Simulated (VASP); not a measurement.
Data:

```yaml
crystal:
  lattice:
    - [0.00000, 2.64074, 2.64074]
    - [2.64074, 0.00000, 2.64074]
    - [2.64074, 2.64074, 0.00000]
  atoms:
    - { symbol: Ag, position: [0.00000, 0.00000, 0.00000] }
    - { symbol: Br, position: [0.50000, 0.50000, 0.50000] }
```

All values below come from PBEsol GGA, VASP's PBE PAW potentials (set 64) (plane waves; VASP). Numerical set-up: 500 eV cut-off, 9×9×9 Γ-centred mesh, Gaussian smearing of 0.050 eV, potentials Ag Br.

Problem. Predict the energy per atom (σ→0), pressure.

Solution. 
The energy per atom (σ→0) is -2.629 eV/atom. The pressure is 19.99 GPa.

The compound is AgBr in the rock salt structure. It was relaxed first under an external pressure of 20 GPa.
